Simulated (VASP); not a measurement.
Method: MS2 meta-GGA, VASP's PBE PAW potentials (set 64) (plane waves; VASP 6.6.1).

VASP ran on this input.

KPOINTS:
```
Automatic mesh
0
Gamma
7 7 7
0 0 0
```

KPOINTS_OPT:
```
k-points along high-symmetry lines
10
Line-mode
Reciprocal
  0.000000   0.000000   0.000000 ! GAMMA
  0.500000   0.000000   0.500000 ! X

  0.500000   0.000000   0.500000 ! X
  0.625000   0.250000   0.625000 ! U

  0.375000   0.375000   0.750000 ! K
  0.000000   0.000000   0.000000 ! GAMMA

  0.000000   0.000000   0.000000 ! GAMMA
  0.500000   0.500000   0.500000 ! L

  0.500000   0.500000   0.500000 ! L
  0.500000   0.250000   0.750000 ! W

  0.500000   0.250000   0.750000 ! W
  0.500000   0.000000   0.500000 ! X
```

INCAR:
```
METAGGA = MS2
LORBIT = 11   ! lm-projected
LMIXTAU = .True.
ISIF = 2   ! forces and stress, cell fixed
LREAL = .False.   ! projection in real space or not
NEDOS = 601   ! DOS grid
SYSTEM = KI
ISMEAR = -5   ! tetrahedra, Bloechl
EDIFF = 1E-7   ! SCF stop (eV)
LASPH = .True.   ! aspherical one-centre terms
ALGO = Normal
PREC = Accurate
LMAXMIX = 4   ! l cut-off of mixed one-centre charges
LCHARG = .False.
NELM = 100   ! most electronic steps
ENCUT = 520
LWAVE = .False.
```

### POSCAR
```
KI
7.1009210
  0.0000000000   0.5000000146   0.5000000146
  0.5000000146   0.0000000000   0.5000000146
  0.5000000146   0.5000000146   0.0000000000
K I
1 1
Cartesian
  0.0000000000   0.0000000000   0.0000000000
  0.5000000146   0.5000000146   0.5000000146
```

POTCAR, in this order: K_sv I (PBE.64 set). Program: vasp_std.

What VASP printed:

OSZICAR:
```
       N       E                     dE             d eps       ncg     rms          rms(c)
DAV:   1     0.786777841830E+02    0.78678E+02   -0.61860E+03   480   0.107E+03
DAV:   2    -0.655832812146E+01   -0.85236E+02   -0.79967E+02   600   0.243E+02
DAV:   3    -0.124622421321E+02   -0.59039E+01   -0.58255E+01   724   0.581E+01
DAV:   4    -0.127243499538E+02   -0.26211E+00   -0.25804E+00   632   0.117E+01
DAV:   5    -0.127413299172E+02   -0.16980E-01   -0.16918E-01   664   0.265E+00    0.671E+00
DAV:   6    -0.589381934312E+01    0.68475E+01   -0.12625E+01   732   0.209E+01    0.356E+00
DAV:   7    -0.647580046919E+01   -0.58198E+00   -0.17374E+00   528   0.146E+01    0.238E+00
DAV:   8    -0.753664651444E+01   -0.10608E+01   -0.11276E+00   488   0.143E+01    0.177E+00
DAV:   9    -0.642240649427E+01    0.11142E+01   -0.68331E-01   480   0.108E+01    0.110E+00
DAV:  10    -0.642506557393E+01   -0.26591E-02   -0.37778E-01   480   0.803E+00    0.650E-01
DAV:  11    -0.641182090541E+01    0.13245E-01   -0.11093E-01   520   0.394E+00    0.454E-01
DAV:  12    -0.641889724246E+01   -0.70763E-02   -0.25258E-02   904   0.199E+00    0.180E-01
DAV:  13    -0.641927254984E+01   -0.37531E-03   -0.90644E-03   660   0.108E+00    0.192E-01
DAV:  14    -0.642103894387E+01   -0.17664E-02   -0.12595E-02   640   0.150E+00    0.116E-01
DAV:  15    -0.642068184825E+01    0.35710E-03   -0.94192E-04   760   0.361E-01    0.531E-02
DAV:  16    -0.642093075744E+01   -0.24891E-03   -0.26318E-04   772   0.252E-01    0.363E-02
DAV:  17    -0.642084028156E+01    0.90476E-04   -0.16084E-04   792   0.145E-01    0.212E-02
DAV:  18    -0.642087776621E+01   -0.37485E-04   -0.86411E-05   496   0.126E-01    0.852E-03
DAV:  19    -0.642087766890E+01    0.97306E-07   -0.38892E-05   768   0.744E-02    0.111E-02
DAV:  20    -0.642087329594E+01    0.43730E-05   -0.28483E-06   904   0.180E-02    0.719E-03
DAV:  21    -0.642087389804E+01   -0.60210E-06   -0.98733E-08   448   0.497E-03    0.665E-03
DAV:  22    -0.642087291855E+01    0.97948E-06   -0.32369E-07   768   0.579E-03    0.440E-03
DAV:  23    -0.642087215283E+01    0.76572E-06   -0.10487E-06   800   0.112E-02    0.127E-03
DAV:  24    -0.642087223826E+01   -0.85422E-07   -0.26373E-08   424   0.193E-03
   1 F= -.64208722E+01 E0= -.64208722E+01  d E =0.000000E+00
       N       E                     dE             ncg
       N       E                     dE             ncg
       N       E                     dE             ncg
```

**OUTCAR**
```
------------------------ aborting loop because EDIFF is reached ----------------------------------------
  FORCE on cell =-STRESS in cart. coord.  units (eV):
  Direction    XX          YY          ZZ          XY          YZ          ZX
  --------------------------------------------------------------------------------------
  Total        0.0056333      0.0056333      0.0056333      0.0000000      0.0000000     -0.0000000
  in kB        0.1008291      0.1008291      0.1008291      0.0000000      0.0000000     -0.0000000
  external PRESSURE =       0.1008291 kB  Pullay stress =       0.0000000 kB
  volume of cell :       89.51
      direct lattice vectors                 reciprocal lattice vectors
     0.000000000  3.550460603  3.550460603    -0.140826799  0.140826799  0.140826799
     3.550460603  0.000000000  3.550460603     0.140826799 -0.140826799  0.140826799
     3.550460603  3.550460603  0.000000000     0.140826799  0.140826799 -0.140826799
  FREE ENERGIE OF THE ION-ELECTRON SYSTEM (eV)
  ---------------------------------------------------
  free  energy   TOTEN  =        -6.4208722383 eV

  energy  without entropy=       -6.4208722383  energy(sigma->0) =       -6.42087224

 total charge

# of ion       s       p       d       tot
------------------------------------------
    1        1.964   5.597   0.018   7.579
    2        1.484   2.906   0.001   4.391
--------------------------------------------------
tot          3.448   8.503   0.018  11.969
```
(Selected blocks of OUTCAR.)

The compound is KI in the rock salt structure. It was relaxed first.
